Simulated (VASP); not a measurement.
```
CELL_PARAMETERS angstrom
      2.78793     0.00000     0.00000
      0.00000     2.78793     0.00000
      0.00000     0.00000     4.01184
ATOMIC_POSITIONS crystal
  Ti 0.00000 0.00000 0.00000
  Al 0.50000 0.50000 0.50000
```

Level of theory: r2SCAN meta-GGA, VASP's PBE PAW potentials (set 64) (plane waves; VASP). Numerical set-up: 520 eV cut-off, 13×13×9 Γ-centred mesh, first-order Methfessel-Paxton smearing of 0.10 eV, potentials Ti_sv Al.

Question: Predict the energy per atom (σ→0), pressure, band gap (on the k-mesh) with the smallest direct gap where there is one.

Answer: 
```yaml
band gap (on the k-mesh): none (metal, semimetal or under 0.01 eV)
energy per atom (σ→0): -10.289 eV/atom
pressure: 3.89 GPa
```

The absolute energy has meaning only against runs of the same code, potentials and settings.

The compound is TiAl in the L1_0 structure. This cell is one point of a volume scan, at 0.97 of the reference volume. The electron count is odd and the run is not spin-polarised, which forces a metal.
